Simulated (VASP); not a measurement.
Crystal: GaAs.

```
CELL_PARAMETERS angstrom
0.00000 2.82685 2.82685
2.82685 0.00000 2.82685
2.82685 2.82685 0.00000
ATOMIC_POSITIONS crystal
Ga 0.00000 0.00000 0.00000
As 0.25000 0.25000 0.25000
```

- Program: VASP 6.6.1
- Task: relaxation of cell and atoms
- Functional: PBE
- Potentials or basis: VASP PAW PBE potentials, release 64 (Ga_d, As)
- Cutoff: 600 eV
- k mesh: 10 × 10 × 10
- Occupations: gaussian, width 0.03 eV
- Spin: no spin polarisation

At the start: pressure 3.4 GPa; volume 22.59 Å³/atom.

Problem. Where does the relaxation end?

Solution. Over 3 steps the energy falls by 12.1 meV/atom and the volume is 23.77 Å³/atom (+5.2 %); space group F-43m (No. 216, to 0.05 Å).

Step by step:
| step | energy change (eV) | largest force (eV/Å) | pressure (GPa) | volume (Å³) |
| --- | --- | --- | --- | --- |
| 1 | 0.0000 | 0.0000 | 3.45 | 45.18 |
| 2 | -0.0210 | 0.0000 | -1.02 | 48.43 |
| 3 | -0.0241 | 0.0000 | -0.06 | 47.53 |

Final structure:
```yaml
crystal:
  lattice:
    - [0.00000, 2.87512, 2.87512]
    - [2.87512, 0.00000, 2.87512]
    - [2.87512, 2.87512, 0.00000]
  atoms:
    - { symbol: Ga, position: [0.00000, 0.00000, 0.00000] }
    - { symbol: As, position: [0.25000, 0.25000, 0.25000] }
```
